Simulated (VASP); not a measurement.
Here is the system:

```
CELL_PARAMETERS angstrom
      3.43976     0.00000     0.00000
      0.00000     3.43976     0.00000
      0.00000     0.00000     3.43976
ATOMIC_POSITIONS crystal
  Ca 0.00000 0.00000 0.00000
  Se 0.50000 0.50000 0.50000
```

Method: PBE GGA, VASP's PBE PAW potentials (set 64) (plane waves; VASP). Settings: 300 eV cut-off, 7×7×7 Γ-centred mesh, Gaussian smearing of 0.20 eV, potentials Ca_sv Se.

**Question.** Give the energies of bands 6 to 11 at the high-symmetry points, in eV from the valence-band maximum.

**Answer.** 
```json
[
 {"band": "6", "Γ": "-1.02", "X": "-5.86", "M": "-4.22", "R": "-4.64"},
 {"band": "7", "Γ": "-1.02", "X": "-1.39", "M": "-4.22", "R": "-4.64"},
 {"band": "8", "Γ": "-1.02", "X": "-1.39", "M": "0.00", "R": "-4.64"},
 {"band": "9", "Γ": "0.54", "X": "1.72", "M": "0.45", "R": "4.06"},
 {"band": "10", "Γ": "0.54", "X": "4.95", "M": "3.07", "R": "4.06"},
 {"band": "11", "Γ": "3.21", "X": "5.27", "M": "3.07", "R": "4.06"}
]
```

The gap is direct, 0.45 eV, from the valence maximum at M to the conduction minimum at M.

The structure was generated: CaSe was put into an ordered model structure, which need not be its known phase. The cell was not relaxed at this level.
